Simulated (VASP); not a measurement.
**A VASP study of TiPt3 (PBE): structure first, properties next**

What structure does TiPt3 take at this level, and what are its properties? The steps: relaxing cell and atoms (PBE), second relaxation, density, ELF and potential (PBE), band structure (PBE), total and projected DOS (PBE), zone-centre phonons (PBE), optical spectrum (PBE), a single point (PBE) with a changed input and ionic relaxation at fixed cell (PBE) with a changed input. The start is a cell from a database of measured crystal structures.

Calculated with VASP 6.6.1; PBE; plane waves and PAW (Ti_sv, Pt).

The database entry behind the starting cell is an old determination (1943), so it need not match the best structure at ambient conditions.

### Step 1. Starting point

Before any relaxation, the start is as follows. The structure is cubic, space group Pm-3m (No. 221). Conventional cell: a = 3.897 Å, b = 3.897 Å, c = 3.897 Å, α = 90.00°, β = 90.00°, γ = 90.00°. Nearest to Ti lie 12 Pt at 2.76 Å. Nearest to Pt lie 4 Ti at 2.76 Å and 8 Pt at 2.76 Å. Farther neighbours are not listed.

### Step 2. Relaxing cell and atoms (PBE)

Properties are meant for the cell that this level of theory prefers, so cell and atoms are relaxed first (ISIF = 3) until forces and stress are small; EDIFFG sets the threshold. PBE, the usual starting point, adds the gradient of the density.

INCAR reads:

```
SYSTEM = TiPt3
PREC = Accurate
ENCUT = 400
EDIFF = 1E-06
NELM = 100
ISMEAR = 1
SIGMA = 0.2
LREAL = .FALSE.
ALGO = Normal
GGA = PE
NBANDS = 27
LASPH = .TRUE.
LORBIT = 11
LWAVE = .FALSE.
LCHARG = .FALSE.
KPAR = 4
IBRION = 2
NSW = 60
ISIF = 3
EDIFFG = -0.01
```

POSCAR reads:

```
TiPt3
1.0
    3.8970000000      0.0000000000      0.0000000000
    0.0000000000      3.8970000000      0.0000000000
    0.0000000000      0.0000000000      3.8970000000
Ti Pt
1 3
Direct
    0.0000000000      0.0000000000      0.0000000000
    0.0000000000      0.5000000000      0.5000000000
    0.5000000000      0.0000000000      0.5000000000
    0.5000000000      0.5000000000      0.0000000000
```

KPOINTS reads:

```
Automatic mesh
0
Gamma
6 6 6
0 0 0
```

The projector-augmented-wave data sets are Ti_sv and Pt (PBE family, release 64).

Command:

```sh
$ mpirun -np 4 vasp_std
```

What it wrote:

```text
[banner, memory and clock lines left out]
running    4 mpi-ranks, on    1 nodes
 distrk:  each k-point on    1 cores,    4 groups
 distr:  one band on    1 cores,    1 groups

 POSCAR found type information on POSCAR TiPt
 POSCAR found :  2 types and       4 ions
 LDA part: xc-table for (Slater+PW92), standard interpolation
 POSCAR, INCAR and KPOINTS ok, starting setup
 FFT: planning ... GRIDC
 FFT: planning ... GRID_SOFT
 FFT: planning ... GRID
 WAVECAR not read
 entering main loop
       N       E                     dE             d eps       ncg     rms          rms(c)
DAV:   1     0.332555118641E+03    0.33256E+03   -0.17852E+04  1080   0.139E+03
DAV:   2    -0.411366409327E+01   -0.33667E+03   -0.32337E+03  1128   0.381E+02
DAV:   3    -0.315798133229E+02   -0.27466E+02   -0.26071E+02  1456   0.986E+01
DAV:   4    -0.325287444012E+02   -0.94893E+00   -0.94461E+00  1380   0.185E+01
DAV:   5    -0.325518602687E+02   -0.23116E-01   -0.23110E-01  1392   0.274E+00    0.226E+01
DAV:   6    -0.308695500116E+02    0.16823E+01   -0.15621E+01  1386   0.303E+01    0.143E+01
DAV:   7    -0.304324497713E+02    0.43710E+00   -0.22794E+01  1492   0.304E+01    0.106E+01
DAV:   8    -0.295998006748E+02    0.83265E+00   -0.11545E+00  1333   0.983E+00    0.440E+00
DAV:   9    -0.295359040036E+02    0.63897E-01   -0.15257E+00  1607   0.696E+00    0.273E+00
DAV:  10    -0.294666342889E+02    0.69270E-01   -0.28290E-01  1442   0.383E+00    0.352E-01
DAV:  11    -0.294704680615E+02   -0.38338E-02   -0.79682E-03  1410   0.714E-01    0.643E-01
DAV:  12    -0.294668177668E+02    0.36503E-02   -0.14750E-02  1545   0.793E-01    0.632E-02
DAV:  13    -0.294668060847E+02    0.11682E-04   -0.26382E-04  1203   0.110E-01    0.182E-02
DAV:  14    -0.294668177960E+02   -0.11711E-04   -0.40697E-05  1394   0.464E-02    0.371E-02
DAV:  15    -0.294668043388E+02    0.13457E-04   -0.43308E-05  1380   0.512E-02    0.370E-03
DAV:  16    -0.294668046405E+02   -0.30171E-06   -0.15688E-06   990   0.822E-03
   1 F= -.29466805E+02 E0= -.29471191E+02  d E =-.294668E+02
 curvature:   0.00 expect dE= 0.000E+00 dE for cont linesearch  0.000E+00
 trial: gam= 0.00000 g(F)=  0.000E+00 g(S)=  0.450E+00 ort = 0.000E+00 (trialstep = 0.100E+01)
 search vector abs. value=  0.450E+00
 bond charge predicted
       N       E                     dE             d eps       ncg     rms          rms(c)
DAV:   1    -0.362427280397E+02   -0.67759E+01   -0.16024E+02  1168   0.112E+02    0.198E+01
DAV:   2    -0.293301056294E+02    0.69126E+01   -0.23082E+01  1183   0.385E+01    0.770E+00
DAV:   3    -0.294235435798E+02   -0.93438E-01   -0.49483E+00  1249   0.107E+01    0.911E+00
DAV:   4    -0.291057781218E+02    0.31777E+00   -0.31096E+00  1601   0.103E+01    0.417E+00
DAV:   5    -0.291777020978E+02   -0.71924E-01   -0.21454E-01  1591   0.220E+00    0.197E+00
DAV:   6    -0.292063768579E+02   -0.28675E-01   -0.14909E-01  1716   0.135E+00    0.939E-01
DAV:   7    -0.292006822357E+02    0.56946E-02   -0.15880E-02  1524   0.747E-01    0.120E-01
DAV:   8    -0.292007584499E+02   -0.76214E-04   -0.10316E-03  1422   0.170E-01    0.422E-02
DAV:   9    -0.292007712417E+02   -0.12792E-04   -0.69253E-05  1183   0.599E-02    0.692E-02
DAV:  10    -0.292007602372E+02    0.11005E-04   -0.13996E-04  1449   0.829E-02    0.185E-02
DAV:  11    -0.292007574202E+02    0.28170E-05   -0.12166E-05  1284   0.239E-02    0.243E-03
DAV:  12    -0.292007574483E+02   -0.28067E-07   -0.52029E-07   607   0.441E-03
   2 F= -.29200757E+02 E0= -.29207488E+02  d E =0.266047E+00
[...]
3 F= -.29529612E+02 E0= -.29534565E+02  d E =-.628072E-01
 curvature:  -0.17 expect dE=-0.700E-04 dE for cont linesearch -0.700E-04
 ZBRENT: interpolating
 opt :   0.2876  next Energy=   -29.529673 (dE=-0.629E-01)
 bond charge predicted
       N       E                     dE             d eps       ncg     rms          rms(c)
DAV:   1    -0.295302156128E+02   -0.60381E-03   -0.12343E-02  1139   0.964E-01    0.167E-01
DAV:   2    -0.295297139545E+02    0.50166E-03   -0.17868E-03  1123   0.305E-01    0.830E-02
DAV:   3    -0.295298027857E+02   -0.88831E-04   -0.11472E-03  1562   0.228E-01    0.987E-02
DAV:   4    -0.295296684487E+02    0.13434E-03   -0.55979E-04  1431   0.147E-01    0.250E-02
DAV:   5    -0.295296749211E+02   -0.64724E-05   -0.13664E-05  1337   0.221E-02    0.982E-03
DAV:   6    -0.295296789285E+02   -0.40074E-05   -0.89938E-06  1385   0.101E-02    0.523E-03
DAV:   7    -0.295296791824E+02   -0.25384E-06   -0.27099E-07   570   0.293E-03
   4 F= -.29529679E+02 E0= -.29534613E+02  d E =-.628745E-01
 curvature:  -0.14 expect dE=-0.114E-05 dE for cont linesearch -0.114E-05
 trial: gam= 0.00000 g(F)=  0.216E-64 g(S)=  0.792E-05 ort =-0.189E-02 (trialstep = 0.858E+00)
 search vector abs. value=  0.792E-05
 reached required accuracy - stopping structural energy minimisation
```

Elapsed: 41 s, on 4 MPI ranks of Intel Xeon Platinum 8375C at 2.90GHz (Ice Lake), shared host; peak memory 0.65 GiB; 2.6 min of CPU time.

Lines that name or quote the potential files are left out of all logs, and their timing lines are given in words.

OUTCAR, selected parts (step 2):

```text
ion  position               nearest neighbor table
   1  0.000  0.000  0.000-   2 2.76   3 2.76   4 2.76   2 2.76   3 2.76   2 2.76   4 2.76   2 2.76
                             3 2.76   4 2.76   3 2.76   4 2.76
   2  0.000  0.500  0.500-   1 2.76   3 2.76   4 2.76   1 2.76   4 2.76   1 2.76   3 2.76   1 2.76
                             3 2.76   4 2.76   4 2.76   3 2.76
   3  0.500  0.000  0.500-   1 2.76   2 2.76   4 2.76   1 2.76   4 2.76   2 2.76   4 2.76   4 2.76
                             1 2.76   2 2.76   1 2.76   2 2.76
   4  0.500  0.500  0.000-   1 2.76   2 2.76   3 2.76   2 2.76   3 2.76   1 2.76   3 2.76   3 2.76
                             1 2.76   2 2.76   2 2.76   1 2.76

  LATTYP: Found a simple cubic cell.
 ALAT       =     3.8970000000

 Subroutine GETGRP returns: Found 48 space group operations
 (whereof 48 operations were pure point group operations)

The static configuration has the point symmetry O_h .

 Found     20 irreducible k-points:

   k-points           NKPTS =     20   k-points in BZ     NKDIM =     20   number of bands    NBANDS=     27

   dimension x,y,z NGX =    28 NGY =   28 NGZ =   28
   dimension x,y,z NGXF=    56 NGYF=   56 NGZF=   56

   ENCUT  =  400.0 eV  29.40 Ry    5.42 a.u.   6.36  6.36  6.36*2*pi/ulx,y,z

   NELECT =      42.0000    total number of electrons

 k-points in reciprocal lattice and weights: Automatic mesh
   0.00000000  0.00000000  0.00000000       0.005
   0.16666667  0.00000000  0.00000000       0.028
   0.33333333  0.00000000  0.00000000       0.028
   0.50000000  0.00000000  0.00000000       0.014
   0.16666667  0.16666667  0.00000000       0.056
   0.33333333  0.16666667  0.00000000       0.111
   0.50000000  0.16666667  0.00000000       0.056
   0.33333333  0.33333333  0.00000000       0.056
   0.50000000  0.33333333  0.00000000       0.056
[...]
0.50000000  0.50000000  0.33333333       0.028
   0.50000000  0.50000000  0.50000000       0.005

 average (electrostatic) potential at core
       1 -71.1834       2 -63.3660       3 -63.3660       4 -63.3660

 E-fermi :  11.2698

 k-point     1 :       0.0000    0.0000    0.0000
  band No.  band energies     occupation
    ...
     16       9.5985      2.00000
     17      10.6850      2.00028
     18      11.2326      1.30858
     19      11.2326      1.30858
     20      11.2326      1.30858
     21      12.5143     -0.00000
     22      12.5143     -0.00000
     23      12.8259     -0.00000
     24      12.8259     -0.00000
     25      12.8259     -0.00000
    ...

 k-point     2 :       0.1667    0.0000    0.0000
  band No.  band energies     occupation
    ...
     17      10.0609      2.00000
     18      10.0609      2.00000
     19      10.3727      2.00000
     20      11.1887      1.62740
     21      11.2334      1.30249
     22      12.1885     -0.00000
     23      12.1885     -0.00000
     24      12.3602     -0.00000
     25      12.4615     -0.00000
     26      13.0954     -0.00000
    ...

 k-point     3 :       0.3333    0.0000    0.0000
  band No.  band energies     occupation
    ...
     17       8.7576      2.00000
     18       9.0295      2.00000
     19       9.3717      2.00000
     20       9.8631      2.00000
     21      11.2350      1.28889
     22      11.4173      0.05544
     23      11.4173      0.05544
     24      11.9343     -0.00003
     25      12.0665     -0.00000
     26      13.0807     -0.00000
    ...

  Total       -0.0147953     -0.0147953     -0.0147953      0.0000000     -0.0000000      0.0000000
  in kB       -0.3861920     -0.3861920     -0.3861920      0.0000000     -0.0000000      0.0000000
  external PRESSURE =      -0.3861920 kB  Pullay stress =       0.0000000 kB

  energy-cutoff  :      400.00
  volume of cell :       61.38
      direct lattice vectors                 reciprocal lattice vectors
     3.944670230 -0.000000000 -0.000000000     0.253506616  0.000000000 -0.000000000
    -0.000000000  3.944670230 -0.000000000     0.000000000  0.253506616 -0.000000000
     0.000000000  0.000000000  3.944670230     0.000000000  0.000000000  0.253506616

 POSITION                                       TOTAL-FORCE (eV/Angst)
 -----------------------------------------------------------------------------------
      0.00000      0.00000      0.00000         0.000000     -0.000000      0.000000
     -0.00000      1.97234      1.97234        -0.000000      0.000000      0.000000
      1.97234      0.00000      1.97234         0.000000      0.000000      0.000000
      1.97234      1.97234     -0.00000         0.000000     -0.000000      0.000000
 -----------------------------------------------------------------------------------
    total drift:                                0.000000      0.000000      0.000000

  FREE ENERGIE OF THE ION-ELECTRON SYSTEM (eV)
  ---------------------------------------------------
  free  energy   TOTEN  =       -29.5296791824 eV

  energy  without entropy=      -29.5444810327  energy(sigma->0) =      -29.53461313

 reached required accuracy - stopping structural energy minimisation

 total charge
# of ion       s       p       d       tot
------------------------------------------
    1        2.205   6.149   1.761  10.114
    2        0.683   0.639   8.043   9.366
    3        0.683   0.639   8.043   9.366
    4        0.683   0.639   8.043   9.366
--------------------------------------------------
tot          4.255   8.068  25.891  38.213

[... 3 further parts left out ...]
```

CONTCAR:

```
TiPt3
   1.00000000000000
     3.9446702304610026   -0.0000000000000000   -0.0000000000000000
    -0.0000000000000000    3.9446702304610026   -0.0000000000000000
     0.0000000000000000    0.0000000000000000    3.9446702304610026
  Ti              Pt
     1     3
Direct
     0.0000000000000000    0.0000000000000000    0.0000000000000000
     0.0000000000000000    0.5000000000000000    0.5000000000000000
     0.5000000000000000    0.0000000000000000    0.5000000000000000
     0.5000000000000000    0.5000000000000000    0.0000000000000000
```

The k-mesh is coarse for a metal. The run keeps the 48 symmetry operations of its start, so it cannot find a distortion of lower symmetry.

Step by step:

| step | energy less that of the first step (eV) | largest force (eV/Å) | pressure (GPa) | volume (Å³) |
| --- | --- | --- | --- | --- |
| 1 | 0.0000 | 0.0000 | 9.55 | 59.18 |
| 2 | 0.2660 | 0.0000 | -16.93 | 67.06 |
| 3 | -0.0628 | 0.0000 | -0.28 | 61.45 |
| 4 | -0.0629 | 0.0000 | -0.04 | 61.38 |

| conventional cell, symmetrised | before | after | change |
| --- | --- | --- | --- |
| a (Å) | 3.897 | 3.945 | +1.2 % |
| b (Å) | 3.897 | 3.945 | +1.2 % |
| c (Å) | 3.897 | 3.945 | +1.2 % |
| volume (Å³/atom) | 14.80 | 15.35 | +3.7 % |

The relaxed structure:

```
Ti Pt
1.0
     3.94467    0.00000    0.00000
     0.00000    3.94467    0.00000
     0.00000    0.00000    3.94467
Ti Pt
1 3
Cartesian
  0.0000 0.0000 0.0000
  0.0000 1.9723 1.9723
  1.9723 0.0000 1.9723
  1.9723 1.9723 0.0000
```

This step gave:

```yaml
electrons: 42
bands: 27
irreducible_k_points: 20
symmetry_operations: 48
free_energy_toten: -29.53 eV
energy_at_zero_smearing: -29.53 eV
fermi_energy: 11.27 eV
pressure: -0.03862 GPa
metallic_judged_on_the_points_sampled: yes
scf_cycles_over_all_ionic_steps: 48
```

It ends with forces that vanish by symmetry and a pressure of -0.04 GPa. The volume lies +3.7 % from that of the database's start.

### Step 3. Second relaxation

A relaxation keeps the plane waves of the cell it began with, so it is repeated from the new cell, on a basis made for it.

INCAR is that of step 2.

POSCAR reads:

```
TiPt3
1.0
    3.9446702305      0.0000000000      0.0000000000
    0.0000000000      3.9446702305      0.0000000000
    0.0000000000      0.0000000000      3.9446702305
Ti Pt
1 3
Direct
    0.0000000000      0.0000000000      0.0000000000
    0.0000000000      0.5000000000      0.5000000000
    0.5000000000      0.0000000000      0.5000000000
    0.5000000000      0.5000000000      0.0000000000
```

KPOINTS is that of step 2.

Command:

```sh
$ mpirun -np 4 vasp_std
```

What it wrote:

```text
[... set-up lines as in an earlier step ...]
 entering main loop
       N       E                     dE             d eps       ncg     rms          rms(c)
DAV:   1     0.332281261791E+03    0.33228E+03   -0.17646E+04  1080   0.138E+03
DAV:   2    -0.294467092841E+01   -0.33523E+03   -0.32233E+03  1152   0.376E+02
DAV:   3    -0.317260543246E+02   -0.28781E+02   -0.27027E+02  1451   0.100E+02
DAV:   4    -0.327502269866E+02   -0.10242E+01   -0.10192E+01  1359   0.190E+01
DAV:   5    -0.327787611333E+02   -0.28534E-01   -0.28528E-01  1360   0.306E+00    0.207E+01
DAV:   6    -0.311276499985E+02    0.16511E+01   -0.17636E+01  1396   0.309E+01    0.150E+01
DAV:   7    -0.305027214098E+02    0.62493E+00   -0.26582E+01  1495   0.315E+01    0.993E+00
DAV:   8    -0.296775735360E+02    0.82515E+00   -0.11207E+00  1336   0.946E+00    0.437E+00
DAV:   9    -0.296012733629E+02    0.76300E-01   -0.15525E+00  1545   0.690E+00    0.269E+00
DAV:  10    -0.295346446238E+02    0.66629E-01   -0.27472E-01  1438   0.373E+00    0.337E-01
DAV:  11    -0.295384263395E+02   -0.37817E-02   -0.81550E-03  1434   0.695E-01    0.613E-01
DAV:  12    -0.295349680354E+02    0.34583E-02   -0.14358E-02  1580   0.765E-01    0.590E-02
DAV:  13    -0.295349531208E+02    0.14915E-04   -0.23838E-04  1200   0.106E-01    0.140E-02
DAV:  14    -0.295349570456E+02   -0.39249E-05   -0.13639E-05  1345   0.246E-02    0.222E-02
DAV:  15    -0.295349523891E+02    0.46566E-05   -0.21710E-05  1386   0.360E-02    0.177E-03
DAV:  16    -0.295349526936E+02   -0.30455E-06   -0.36185E-07   650   0.419E-03
   1 F= -.29534953E+02 E0= -.29539893E+02  d E =-.295350E+02
 curvature:   0.00 expect dE= 0.000E+00 dE for cont linesearch  0.000E+00
 trial: gam= 0.00000 g(F)=  0.000E+00 g(S)=  0.227E-04 ort = 0.000E+00 (trialstep = 0.100E+01)
 search vector abs. value=  0.227E-04
 reached required accuracy - stopping structural energy minimisation
```

Wall time 15 s (4 MPI ranks); peak memory 0.62 GiB.

From OUTCAR (step 3):

```text
  LATTYP: Found a simple cubic cell.
 ALAT       =     3.9446702305

The static configuration has the point symmetry O_h .

 Found     20 irreducible k-points:

   ENCUT  =  400.0 eV  29.40 Ry    5.42 a.u.   6.43  6.43  6.43*2*pi/ulx,y,z

   NELECT =      42.0000    total number of electrons

 E-fermi :  11.2693

 k-point     1 :       0.0000    0.0000    0.0000
  band No.  band energies     occupation
    ...
     16       9.5982      2.00000
     17      10.6842      2.00028
     18      11.2320      1.31012
     19      11.2320      1.31012
     20      11.2320      1.31012
     21      12.5132     -0.00000
     22      12.5132     -0.00000
     23      12.8257     -0.00000
     24      12.8257     -0.00000
     25      12.8257     -0.00000
    ...

 k-point     2 :       0.1667    0.0000    0.0000
  band No.  band energies     occupation
    ...
     17      10.0606      2.00000
     18      10.0606      2.00000
     19      10.3721      2.00000
     20      11.1883      1.62724
     21      11.2328      1.30307
     22      12.1879     -0.00000
     23      12.1879     -0.00000
     24      12.3592     -0.00000
     25      12.4611     -0.00000
     26      13.0947     -0.00000
    ...

  Total        0.0250449      0.0250449      0.0250449      0.0000000      0.0000000     -0.0000000
  in kB        0.6537296      0.6537296      0.6537296      0.0000000      0.0000000     -0.0000000
  external PRESSURE =       0.6537296 kB  Pullay stress =       0.0000000 kB

  energy-cutoff  :      400.00
  volume of cell :       61.38
      direct lattice vectors                 reciprocal lattice vectors
     3.944670230  0.000000000  0.000000000     0.253506616  0.000000000  0.000000000
     0.000000000  3.944670230  0.000000000     0.000000000  0.253506616  0.000000000
     0.000000000  0.000000000  3.944670230     0.000000000  0.000000000  0.253506616

 POSITION                                       TOTAL-FORCE (eV/Angst)
 -----------------------------------------------------------------------------------
      0.00000      0.00000      0.00000         0.000000      0.000000      0.000000
      0.00000      1.97234      1.97234         0.000000      0.000000      0.000000
      1.97234      0.00000      1.97234         0.000000      0.000000      0.000000
      1.97234      1.97234      0.00000         0.000000      0.000000      0.000000
 -----------------------------------------------------------------------------------
    total drift:                                0.000000      0.000000      0.000000

  FREE ENERGIE OF THE ION-ELECTRON SYSTEM (eV)
  ---------------------------------------------------
  free  energy   TOTEN  =       -29.5349526936 eV

  energy  without entropy=      -29.5497748517  energy(sigma->0) =      -29.53989341

 total charge
# of ion       s       p       d       tot
------------------------------------------
    1        2.205   6.149   1.761  10.115
    2        0.683   0.640   8.043   9.366
    3        0.683   0.640   8.043   9.366
    4        0.683   0.640   8.043   9.366
--------------------------------------------------
tot          4.255   8.068  25.890  38.213

[... 5 parts as in an earlier step ...]

[... 6 further parts left out ...]
```

Little changed from the start: no atom moved by 0.005 Å and no cell edge by 0.1 %.

This step gave:

* energy at zero smearing: -29.54 eV
* pressure: 0.06537 GPa
* SCF cycles over all ionic steps: 16

It ends with forces that vanish by symmetry and a pressure of 0.07 GPa. The volume moved by under 0.01 %: the run met its threshold at the first step.

(Part 1 of 5 ends here.)

[Lines on the potential files, build, host, timing and source positions are cut from VASP's logs without a mark.]

[Logs are printed without paths, hosts, clocks, repeated set-up lines and the standing remarks that a program may print on its own settings, such as how far it seeks lower states.]

[Hosts, paths, dates, database ids (printed as entryN), source tags and the programs' standing remarks are cut or masked in the printed files.]

[A measured line is paired with the nearest computed mode of its activity, which favours agreement.]

[In band tables of VASP the shares of atoms and orbitals are scaled to a sum of 1 inside the atoms' spheres.]
